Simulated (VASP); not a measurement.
An input for Ansatz (written as the equivalent of a VASP run, and not itself run):

Ansatz 0.2 input:
```yaml
crystal:
  lattice:
    - [1.3374922, -2.3166048, 0.0000000]
    - [1.3374922, 2.3166048, 0.0000000]
    - [0.0000000, 0.0000000, 4.2708124]
  atoms:
    - { symbol: Tc, position: [0.3333330, 0.6666670, 0.2500000] }
    - { symbol: Tc, position: [0.6666670, 0.3333330, 0.7500000] }
kpoints:
  mp_grid: { grid: [16, 16, 9] }
hamiltonian:
  xc: pbesol
  pseudopotentials: { kind: paw }
scf:
  occupations: { method: methfessel_paxton, width: 0.1 }
  max_iter: 100
relax:
  max_steps: 40
  f_tol: 0.02
  cell: { p_target: 20 }
output: { forces: true, stress: true, eigenvalues: true }
```

Question: Write the VASP files for the same calculation (PBEsol).

Answer: One answer among several that fit: 
POSCAR:
```
Tc
1.0
  1.3374921773  -2.3166047950   0.0000000000
  1.3374921773   2.3166047950   0.0000000000
  0.0000000000   0.0000000000   4.2708123652
Tc
2
Cartesian
  1.3374921773   0.7722031427   1.0677030913
  1.3374921773  -0.7722031427   3.2031092739
```

**INCAR**
```
# general
SYSTEM   =  Tc
PREC     =  Accurate
ENCUT    =  500
LREAL    =  F
LASPH    =  T

# electronic loop
EDIFF    =  1E-6
NELM     =  100
ALGO     =  Normal
LMAXMIX  =  4

# smearing
ISMEAR   =  1
SIGMA    =  0.1

# functional
GGA      =  PS

# ions
IBRION   =  2
NSW      =  40
ISIF     =  3
EDIFFG   =  -0.02
PSTRESS  =  200

# output
LWAVE    =  F
LCHARG   =  F
```

**KPOINTS**
```
Automatic mesh
0
gamma
  16 16 9
```

POTCAR, in this order: Tc_pv (PBE.64 set). Program: vasp_std.

Limits of the translation: each code has its own PAW files, so the cut-off isn't converted (ENCUT is set for VASP's; basis.ecutwfc is left out, and Ansatz then takes the one that its files recommend); Ansatz stops its SCF on the density residual and VASP on the energy change (EDIFF).

The compound is Tc in the hcp structure. This run relaxes it under an external pressure of 20 GPa. Symmetry was kept, so distortions that lower it aren't found.
